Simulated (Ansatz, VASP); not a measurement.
**Ga14Ge17O55 (amorphous 29Ga2O3-71GeO2 (mol %)): VASP beside Ansatz**

Wanted: the spread between two codes on one cell, functional and k mesh. The structure shown is the start of the Ansatz relaxation below; VASP solves that cell, so the two are compared at the walk's first step.

Calculated with Ansatz 0.2.0; plane waves, with VASP 6.6.1 beside it; single point at PBEsol.

**1. Set-up**

The cell holds 86 atoms: 14 Ga, 17 Ge and 55 O. Its edges and angles: a = 10.944 Å, b = 10.944 Å, c = 10.944 Å, α = 90.0°, β = 90.0°, γ = 90.0°. As first built, before any earlier steps moved the atoms (in the runner's words): 86 atoms (14 Fe, 17 Ge, 55 O) placed at random at 3.74 g/cm^3, melted at 5000 K for 10 ps at fixed volume with the Morse and Coulomb pair potential with partial charges (Pedone, Malavasi, Menziani, Cormack and Segre, J. Phys. Chem. B 110, 11780 (2006)). Quenched from 5000 K to 300 K at 100 K/ps and fixed volume, held 5 ps, then minimised at fixed cell. Then Fe was replaced by Ga and the cell scaled by 1.006 (the potential has no terms for the new elements, so the cell is a start for a DFT relaxation). The cell carries charge +1.

**2. Ansatz: relaxation, PBEsol**

Ansatz runs on its PAW soft_1 files.

The two programs are compared at the cell with which this relaxation starts, whose forces are those of its first step.

Contents of input.yaml:

```yaml
crystal:
  lattice:
    - [10.94387, 0.0, 0.0]
    - [0.0, 10.94387, 0.0]
    - [0.0, 0.0, 10.94387]
  atoms:
    - { symbol: Ga, position: [0.22654, 0.70658, 0.04109] }
    - { symbol: Ga, position: [0.52922, 0.01564, 0.26811] }
    - { symbol: Ga, position: [0.57005, 0.04851, 0.00257] }
    - { symbol: Ga, position: [0.21666, 0.22817, 0.80584] }
    - { symbol: Ga, position: [0.77848, 0.71397, 0.6331] }
    - { symbol: Ga, position: [0.44383, 0.55338, 0.15883] }
    - { symbol: Ga, position: [0.39855, 0.023, 0.67616] }
    - { symbol: Ga, position: [0.57106, 0.29049, 0.09968] }
    - { symbol: Ga, position: [0.68913, 0.0136, 0.7282] }
    - { symbol: Ga, position: [0.01282, 0.04842, 0.77093] }
    - { symbol: Ga, position: [0.43743, 0.79879, 0.82214] }
    - { symbol: Ga, position: [0.82952, 0.98273, 0.28156] }
    - { symbol: Ga, position: [0.63724, 0.78389, 0.20772] }
    - { symbol: Ga, position: [0.21404, 0.21193, 0.50636] }
    - { symbol: Ge, position: [0.8724, 0.67465, 0.34057] }
    - { symbol: Ge, position: [0.5588, 0.85962, 0.52241] }
    - { symbol: Ge, position: [0.28017, 0.00161, 0.97173] }
    - { symbol: Ge, position: [0.64494, 0.28536, 0.81016] }
    - { symbol: Ge, position: [0.40685, 0.46545, 0.89845] }
    - { symbol: Ge, position: [0.23569, 0.03061, 0.26221] }
    - { symbol: Ge, position: [0.71622, 0.67844, 0.90365] }
    - { symbol: Ge, position: [0.80551, 0.46554, 0.11161] }
    - { symbol: Ge, position: [0.17159, 0.8289, 0.63142] }
    - { symbol: Ge, position: [0.91341, 0.1384, 0.52249] }
    - { symbol: Ge, position: [0.83682, 0.9308, 0.98758] }
    - { symbol: Ge, position: [0.01818, 0.65299, 0.82579] }
    - { symbol: Ge, position: [0.93463, 0.36093, 0.86918] }
    - { symbol: Ge, position: [0.6963, 0.2489, 0.35108] }
    - { symbol: Ge, position: [0.52298, 0.58043, 0.66278] }
    - { symbol: Ge, position: [0.15934, 0.77454, 0.33296] }
    - { symbol: Ge, position: [0.43613, 0.40272, 0.42996] }
    - { symbol: O, position: [0.73802, 0.53351, 0.97951] }
    - { symbol: O, position: [0.21565, 0.16035, 0.34909] }
    - { symbol: O, position: [0.11676, 0.92192, 0.28701] }
    - { symbol: O, position: [0.37474, 0.95889, 0.28573] }
    - { symbol: O, position: [0.28543, 0.36298, 0.87318] }
    - { symbol: O, position: [0.58645, 0.63323, 0.18293] }
    - { symbol: O, position: [0.41939, 0.06469, 0.92573] }
    - { symbol: O, position: [0.91479, 0.01867, 0.41682] }
    - { symbol: O, position: [0.21413, 0.0602, 0.10374] }
    - { symbol: O, position: [0.477, 0.99693, 0.52784] }
    - { symbol: O, position: [0.81651, 0.2613, 0.45532] }
    - { symbol: O, position: [0.49417, 0.72621, 0.58758] }
    - { symbol: O, position: [0.8602, 0.70855, 0.79152] }
    - { symbol: O, position: [0.56779, 0.73739, 0.9135] }
    - { symbol: O, position: [0.53662, 0.40851, 0.79879] }
    - { symbol: O, position: [0.68695, 0.0896, 0.31511] }
    - { symbol: O, position: [0.5128, 0.14421, 0.14712] }
    - { symbol: O, position: [0.85955, 0.01337, 0.12197] }
    - { symbol: O, position: [0.70793, 0.34535, 0.19659] }
    - { symbol: O, position: [0.70968, 0.99638, 0.90269] }
    - { symbol: O, position: [0.58765, 0.86101, 0.36251] }
    - { symbol: O, position: [0.61349, 0.16576, 0.70848] }
    - { symbol: O, position: [0.52957, 0.47927, 0.54049] }
    - { symbol: O, position: [0.24173, 0.70775, 0.2098] }
    - { symbol: O, position: [0.31024, 0.86801, 0.71099] }
    - { symbol: O, position: [0.70733, 0.87282, 0.609] }
    - { symbol: O, position: [0.52406, 0.937, 0.7572] }
    - { symbol: O, position: [0.3119, 0.83804, 0.95967] }
    - { symbol: O, position: [0.1832, 0.06636, 0.858] }
    - { symbol: O, position: [0.03743, 0.23914, 0.82453] }
    - { symbol: O, position: [0.07605, 0.6908, 0.96892] }
    - { symbol: O, position: [0.79636, 0.3385, 0.78979] }
    - { symbol: O, position: [0.54486, 0.28424, 0.3845] }
    - { symbol: O, position: [0.80535, 0.64857, 0.48373] }
    - { symbol: O, position: [0.40743, 0.59767, 0.78067] }
    - { symbol: O, position: [0.34224, 0.58218, 0.01695] }
    - { symbol: O, position: [0.85696, 0.54849, 0.23736] }
    - { symbol: O, position: [0.63462, 0.21994, 0.95937] }
    - { symbol: O, position: [0.10321, 0.69633, 0.69699] }
    - { symbol: O, position: [0.79036, 0.77654, 0.01606] }
    - { symbol: O, position: [0.9591, 0.94227, 0.88809] }
    - { symbol: O, position: [0.80313, 0.80569, 0.2692] }
    - { symbol: O, position: [0.02822, 0.68555, 0.36089] }
    - { symbol: O, position: [0.00463, 0.4932, 0.81068] }
    - { symbol: O, position: [0.29129, 0.15695, 0.66101] }
    - { symbol: O, position: [0.22335, 0.78574, 0.48287] }
    - { symbol: O, position: [0.91409, 0.37216, 0.03353] }
    - { symbol: O, position: [0.86145, 0.08299, 0.67238] }
    - { symbol: O, position: [0.67239, 0.61322, 0.72438] }
    - { symbol: O, position: [0.07675, 0.95584, 0.6407] }
    - { symbol: O, position: [0.05225, 0.20881, 0.55966] }
    - { symbol: O, position: [0.5936, 0.92704, 0.13005] }
    - { symbol: O, position: [0.39366, 0.47995, 0.2983] }
    - { symbol: O, position: [0.30679, 0.35191, 0.50451] }
    - { symbol: O, position: [0.4865, 0.42264, 0.0464] }
total_charge: 1
kpoints:
  mp_grid: { grid: [1, 1, 1] }
hamiltonian:
  xc: pbesol
  pseudopotentials: { kind: paw, azcp: { folder: soft_1 }, xc_functional: pbe }
scf:
  occupations: { method: fermi_dirac, width: 0.01 }
  lower_state_search: "off"
output:
  forces: true
magnetization:
  spin_polarized: true
  initial_magnetization: 1
relax:
  f_tol: 0.05
  max_steps: 90
```

The run is started by

```sh
$ ansatz run input.yaml --threads 4 --pin off --max-ram 8192MiB --backend cpu --events-out ev --progress --plain --runs-dir out
```

Numbers of over 12 decimals in the logs are rounded to 6 here.

The log of the run:

```text
Engine: ansatz 0.2.0, x86_64-unknown-linux-gnu
Pseudopotentials: kind: paw
Pseudopotential: Ga, paw, valence charge 13, recommended cutoff 420 eV (normal), soft_1/Ga.paw.azcp
Pseudopotential: Ge, paw, valence charge 14, recommended cutoff 420 eV (normal), soft_1/Ge.paw.azcp
Pseudopotential: O, paw, valence charge 6, recommended cutoff 420 eV (normal), soft_1/O.paw.azcp
Functional definition: PBEsol
  exchange = pbesol_x
  correlation = pbesol_c
Crystal: 86 atoms, lattice volume = 1310.729 Å³
Basis set: ecut = 420 eV, 25677 PW (Γ), exchange–correlation on 150×150×150 points (8 copies of the dense FFT grid, shifted against one another)
Bands: 461, of which v1, the nominal top of the filled ones, is band 375 counted from 1 (374 counted from 0)
Symmetry: 1 space group operations
Space group: P1 (ITA 1), of the structure as read, at distance tolerance 1.1e-4 Å
Magnetic group: BNS 1.1 (UNI 1), of the structure as read, at distance tolerance 1.1e-4 Å
k-points: 1
Non-local potential: Ga, projectors of the file, l = 0: 2, l = 1: 2, l = 2: 3, l = 3: 1
Non-local potential: Ge, projectors of the file, l = 0: 2, l = 1: 2, l = 2: 3, l = 3: 1
Non-local potential: O, projectors of the file, l = 0: 2, l = 1: 2, l = 2: 1
PAW form: soft (Blöchl's): semilocal exchange-correlation on the pseudo side does not see the compensation charge
PAW frozen core: Ga, regenerated for the run's functional, and the local potential with it (the file was generated under x = pbe(κ = 0.804, μ = 0.219515), c = pbe(β = 0.066725))
PAW frozen core: Ge, regenerated for the run's functional, and the local potential with it (the file was generated under x = pbe(κ = 0.804, μ = 0.219515), c = pbe(β = 0.066725))
PAW frozen core: O, regenerated for the run's functional, and the local potential with it (the file was generated under x = pbe(κ = 0.804, μ = 0.219515), c = pbe(β = 0.066725))
PAW one-centre angular grid: Ga, 590 points (default); XC on 64 Gauss nodes
PAW one-centre angular grid: Ge, 590 points (default); XC on 64 Gauss nodes
PAW one-centre angular grid: O, 110 points (default); XC on 64 Gauss nodes
Initial density: superposition of atomic densities (chi_scale 0.1, normalization cell, long waves kept (reshape's long-wave potential 0.60 eV rms))
Starting moments: Σ|m| = 1 μB on 86 of 86 sites
Initial wavefunctions: pseudopotential atomic-orbital guess
Functional: x = pbesol(κ = 0.804, μ = 0.123457), c = pbesol(β = 0.046)
SCF iter   1: F=—  HF=-155587.140648 eV  |F-HF|=—  |Δ(HF+E_count)|=         —  Δρ=4.97e-2 (↑4.77e-2 ↓4.97e-2)  dr2=8.22e1  dr2_m=3.80e-1  M=1.000 μB ∫|m|=1.082 μB  β_m=1.00  ethr=3.10e-3  ⟨swp⟩=6.0  Hψ=3432  notcnv=0  defer=69
preconditioner: auto → Resta (q_TF=auto, 2.485 Å⁻¹)  ε∞=3.0  [insulator: Δε(μ)=0.106 eV  Ē_g=20.028 eV  σ=0.010 eV  W_gap=0.99  n_scr=340 (ndim 8)  ℏωp=28.1 eV  f_vac=0.182  D(μ)=1.00/eV (n_scr^D=0)  ε∞_Penn≈3.0]
spin=Collinear: Resta preconditioning applied to the charge; magnetization (m = ρ↑ − ρ↓) channel mixes plain (no charge-response kernel on spin).
SCF iter   2: F=—  HF=-155571.290529 eV  |F-HF|=—  |Δ(HF+E_count)|=         —  Δρ=3.24e-2 (↑3.07e-2 ↓3.24e-2)  dr2=3.20e1  dr2_m=3.07e-1  M=0.173 μB ∫|m|=0.383 μB  β_m=0.30  ethr=3.10e-3  ⟨swp⟩=2.0  Hψ=1542  notcnv=0  defer=162
Mixer restart at iter 2: flushing history
preconditioner: auto → none  [metal: Δε(μ)=0.007 eV  Ē_g=19.643 eV  σ=0.010 eV  W_gap=0.17  n_scr=340 (ndim 8)  ℏωp=28.1 eV  f_vac=0.191  D(μ)=48.51/eV (n_scr^D=388)]
SCF iter   3: F=—  HF=-155564.758376 eV  |F-HF|=—  |Δ(HF+E_count)|=    6.53e0  Δρ=2.16e-2 (↑2.10e-2 ↓2.16e-2)  dr2=1.40e1  dr2_m=1.62e-1  M=0.095 μB ∫|m|=0.291 μB  β_m=0.30  ethr=3.10e-3  ⟨swp⟩=3.0  Hψ=2243  notcnv=0  defer=162
SCF iter   4: F=—  HF=-155563.033668 eV  |F-HF|=—  |Δ(HF+E_count)|=    1.72e0  Δρ=1.54e-2 (↑1.46e-2 ↓1.54e-2)  dr2=8.15e0  dr2_m=1.03e-1  M=0.353 μB ∫|m|=0.485 μB  β_m=0.30  ethr=1.87e-3  ⟨swp⟩=4.0  Hψ=1362  notcnv=0  defer=162
SCF iter   5: F=—  HF=-155561.234767 eV  |F-HF|=—  |Δ(HF+E_count)|=    1.80e0  Δρ=8.28e-3 (↑6.91e-3 ↓8.28e-3)  dr2=2.58e0  dr2_m=6.05e-2  M=0.301 μB ∫|m|=0.415 μB  β_m=0.30  ethr=1.09e-3  ⟨swp⟩=2.0  Hψ=1082  notcnv=0  defer=162
SCF iter   6: F=—  HF=-155561.391853 eV  |F-HF|=—  |Δ(HF+E_count)|=   1.57e-1  Δρ=7.80e-3 (↑5.48e-3 ↓7.80e-3)  dr2=2.29e0  dr2_m=9.80e-2  M=0.750 μB ∫|m|=0.834 μB  β_m=0.30  ethr=3.44e-4  ⟨swp⟩=4.0  Hψ=1356  notcnv=0  defer=162
SCF iter   7: F=—  HF=-155561.129650 eV  |F-HF|=—  |Δ(HF+E_count)|=   2.62e-1  Δρ=7.41e-3 (↑3.16e-3 ↓7.41e-3)  dr2=1.92e0  dr2_m=1.02e-1  M=0.565 μB ∫|m|=0.677 μB  β_m=0.30  ethr=3.05e-4  ⟨swp⟩=3.0  Hψ=1062  notcnv=0  defer=162
SCF iter   8: F=—  HF=-155561.164746 eV  |F-HF|=—  |Δ(HF+E_count)|=   3.51e-2  Δρ=8.71e-3 (↑2.38e-3 ↓8.71e-3)  dr2=2.18e0  dr2_m=1.94e-1  M=0.969 μB ∫|m|=1.061 μB  β_m=0.30  ethr=2.57e-4  ⟨swp⟩=2.0  Hψ=1072  notcnv=0  defer=162
[...]
atom  58  O      0.00737065     0.00623416     0.00198066
  atom  59  O     -0.00572179     0.01302675     0.00465419
  atom  60  O     -0.00022848     0.00620084     0.00023646
  atom  61  O      0.00372262    -0.00489276     0.00069426
  atom  62  O     -0.00860551    -0.00749507    -0.01332733
  atom  63  O      0.01689039     0.00058797     0.01054442
  atom  64  O      0.00786556     0.00277413    -0.00418674
  atom  65  O      0.00431841     0.00670412     0.01051327
  atom  66  O      0.01168142    -0.00446655     0.00478040
  atom  67  O     -0.00236102     0.00079172     0.00141383
  atom  68  O      0.00194826     0.01506810     0.01186105
  atom  69  O     -0.00496647     0.00369350    -0.00189951
  atom  70  O     -0.01226037    -0.00114245     0.01926304
  atom  71  O     -0.00049988    -0.01333422     0.00921852
  atom  72  O      0.00752763    -0.00026467    -0.00755678
  atom  73  O     -0.00686993    -0.00798614    -0.00383121
  atom  74  O      0.01468228    -0.00047203     0.00468233
  atom  75  O      0.00293093     0.02052302    -0.00739986
  atom  76  O      0.00481353    -0.00038635     0.00384858
  atom  77  O     -0.00022710     0.00270133    -0.00098635
  atom  78  O      0.00853503    -0.01057566    -0.00948320
  atom  79  O      0.01050839     0.00101365    -0.00671760
  atom  80  O      0.00814828     0.00876891    -0.00534196
  atom  81  O     -0.00279179     0.00343722     0.00847010
  atom  82  O     -0.02917233    -0.00891638     0.00113436
  atom  83  O     -0.00117577     0.00068173    -0.00698163
  atom  84  O     -0.01254767     0.00021004     0.00139618
  atom  85  O     -0.01550468    -0.00504831     0.01043581
  atom  86  O     -0.00038932    -0.00792595    -0.00720761
  max |Σ_I F_I| component: 5.79e-5 eV/Å
--- Relaxed structure (19 steps of the walk, 14 accepted, 0 SCFs on fresh bases) ---
  F+E_penalty+E_count = -155561.48389461 eV   max|allowed force component| = 3.343e-2 eV/Å
  atoms:
    - { symbol: Ga, position: [0.223348, 0.706102, 0.039797] }
    - { symbol: Ga, position: [0.528916, 0.021825, 0.268712] }
    - { symbol: Ga, position: [0.583183, 0.045143, 0.00703483] }
    - { symbol: Ga, position: [0.215256, 0.226828, 0.804840] }
    - { symbol: Ga, position: [0.777427, 0.711327, 0.636882] }
    - { symbol: Ga, position: [0.439981, 0.553493, 0.159761] }
    - { symbol: Ga, position: [0.375630, 0.019433, 0.674181] }
    - { symbol: Ga, position: [0.575253, 0.293288, 0.093659] }
    - { symbol: Ga, position: [0.702036, 0.022516, 0.723958] }
    - { symbol: Ga, position: [0.014969, 0.048191, 0.766963] }
    - { symbol: Ga, position: [0.441872, 0.786097, 0.798971] }
    - { symbol: Ga, position: [0.828130, 0.983518, 0.278539] }
    - { symbol: Ga, position: [0.630390, 0.782206, 0.219444] }
    - { symbol: Ga, position: [0.209572, 0.219384, 0.501153] }
    - { symbol: Ge, position: [0.869711, 0.677419, 0.341527] }
    - { symbol: Ge, position: [0.555039, 0.853115, 0.531772] }
    - { symbol: Ge, position: [0.285114, -0.0069193, 0.971133] }
    - { symbol: Ge, position: [0.650427, 0.286982, 0.804667] }
    - { symbol: Ge, position: [0.400259, 0.465384, 0.903940] }
    - { symbol: Ge, position: [0.236400, 0.037509, 0.261870] }
    - { symbol: Ge, position: [0.718826, 0.678179, 0.904672] }
    - { symbol: Ge, position: [0.808441, 0.466541, 0.112480] }
    - { symbol: Ge, position: [0.164792, 0.824693, 0.625541] }
    - { symbol: Ge, position: [0.913829, 0.141386, 0.516971] }
    - { symbol: Ge, position: [0.841333, 0.929007, 0.984768] }
    - { symbol: Ge, position: [0.018250, 0.649728, 0.823115] }
    - { symbol: Ge, position: [0.937991, 0.359371, 0.870211] }
    - { symbol: Ge, position: [0.695280, 0.250644, 0.349379] }
    - { symbol: Ge, position: [0.529439, 0.556987, 0.678143] }
    - { symbol: Ge, position: [0.157356, 0.777949, 0.328769] }
    - { symbol: Ge, position: [0.436058, 0.404229, 0.429472] }
    - { symbol: O, position: [0.738329, 0.533285, 0.981430] }
    - { symbol: O, position: [0.205012, 0.168333, 0.343716] }
    - { symbol: O, position: [0.119294, 0.925910, 0.279485] }
    - { symbol: O, position: [0.376075, 0.973372, 0.302731] }
    - { symbol: O, position: [0.288228, 0.355814, 0.876712] }
    - { symbol: O, position: [0.581861, 0.634173, 0.180364] }
    - { symbol: O, position: [0.431717, 0.054145, 0.930469] }
    - { symbol: O, position: [0.914716, 0.020166, 0.413142] }
    - { symbol: O, position: [0.230440, 0.065418, 0.101401] }
    - { symbol: O, position: [0.477437, 0.991592, 0.542709] }
    - { symbol: O, position: [0.816642, 0.263544, 0.451908] }
    - { symbol: O, position: [0.497464, 0.729372, 0.625312] }
    - { symbol: O, position: [0.861646, 0.707865, 0.791964] }
    - { symbol: O, position: [0.572959, 0.743064, 0.901578] }
    - { symbol: O, position: [0.537105, 0.408519, 0.789448] }
    - { symbol: O, position: [0.685061, 0.089097, 0.318398] }
    - { symbol: O, position: [0.520361, 0.145774, 0.142351] }
    - { symbol: O, position: [0.854077, 0.015620, 0.118305] }
    - { symbol: O, position: [0.708911, 0.345448, 0.195469] }
    - { symbol: O, position: [0.713218, 0.994789, 0.898510] }
    - { symbol: O, position: [0.579764, 0.851585, 0.373499] }
    - { symbol: O, position: [0.620386, 0.168461, 0.702526] }
    - { symbol: O, position: [0.527565, 0.492694, 0.532810] }
    - { symbol: O, position: [0.240092, 0.708770, 0.208166] }
[...]
- { symbol: O, position: [0.864285, 0.083626, 0.668540] }
    - { symbol: O, position: [0.679716, 0.601253, 0.726916] }
    - { symbol: O, position: [0.076678, 0.956727, 0.636244] }
    - { symbol: O, position: [0.049874, 0.213136, 0.558427] }
    - { symbol: O, position: [0.592754, 0.925461, 0.137928] }
    - { symbol: O, position: [0.391274, 0.474758, 0.295364] }
    - { symbol: O, position: [0.308518, 0.354359, 0.507168] }
    - { symbol: O, position: [0.489833, 0.425691, 0.042420] }
```

Reading the cycles: dr2 is the Hartree energy of the density residual (eV), the measure of convergence; HF is the Harris–Foulkes estimate of the energy, which meets the free energy F at convergence.

[end of part 1 of 2]

[Lines on the potential files, build, host, timing and source positions are cut from VASP's logs without a mark.]

[Logs are printed without paths, hosts, clocks, repeated set-up lines and the standing remarks that a program may print on its own settings, such as how far it seeks lower states.]

[Hosts, paths, dates, database ids (printed as entryN), source tags and the programs' standing remarks are cut or masked in the printed files.]
